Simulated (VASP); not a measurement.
```
CELL_PARAMETERS angstrom
      0.00000     3.25461     3.25461
      3.25461     0.00000     3.25461
      3.25461     3.25461     0.00000
ATOMIC_POSITIONS crystal
  Sr 0.00000 0.00000 0.00000
  Te 0.50000 0.50000 0.50000
```

All values below come from r2SCAN meta-GGA, VASP's PBE PAW potentials (set 64) (plane waves; VASP). Run with 480 eV cut-off, 6×6×6 Γ-centred mesh, Gaussian smearing of 0.050 eV, potentials Sr_sv Te.

Question: Predict the energy per atom (σ→0), pressure.

Answer: 
```json
{
 "energy per atom (σ→0)": "-22260 meV/atom",
 "pressure": "3.89 GPa"
}
```

The absolute energy has meaning only against runs of the same code, potentials and settings.

The compound is SrTe in the rock salt structure. This cell was strained or had an atom moved on purpose.
